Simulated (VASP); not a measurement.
```
CELL_PARAMETERS angstrom
      2.72794     0.00000     0.00000
      0.00000     2.72794     0.00000
      0.00000     0.00000     3.75704
ATOMIC_POSITIONS crystal
  Fe 0.00000 0.00000 0.00000
  Pt 0.50000 0.50000 0.50000
```

Calculation: PBE GGA with spin-orbit coupling, VASP's PBE PAW potentials (set 64) (plane waves; VASP). Run with 400 eV cut-off, 12×12×9 Γ-centred mesh, Gaussian smearing of 0.050 eV, potentials Fe Pt. Starting moments (MAGMOM): 0 0 2.9 0 0 0.3.

Q: Give the energies of bands 10 to 23 at the high-symmetry points, in eV from the Fermi level.

A: 
```tsv
band	Γ	X	M	Z	R	A
10	-2.74	-3.31	-1.04	-2.63	-2.72	-2.32
11	-2.19	-2.66	-0.68	-2.34	-2.10	-1.89
12	-1.96	-2.49	-0.56	-2.25	-1.20	-1.70
13	-1.76	-2.47	-0.48	-1.93	-0.97	-1.48
14	-1.02	-2.13	0.52	-1.88	-0.88	-1.46
15	-0.65	-1.46	0.92	-1.83	-0.88	-1.18
16	-0.61	-1.25	1.17	-1.79	-0.49	-1.03
17	-0.47	-1.16	1.28	-1.74	-0.48	0.56
18	-0.06	-0.84	1.29	-1.36	-0.25	0.79
19	0.62	0.16	1.68	-0.63	-0.14	0.93
20	1.56	0.58	1.71	-0.43	-0.13	1.74
21	1.71	0.74	1.75	0.18	0.89	5.88
22	1.80	2.05	1.84	0.44	1.52	6.55
23	2.07	2.38	2.00	0.54	1.59	7.47
```

It has no gap at this level: it comes out as a metal or semimetal.

The compound is FePt in the L1_0 structure. It was relaxed first.
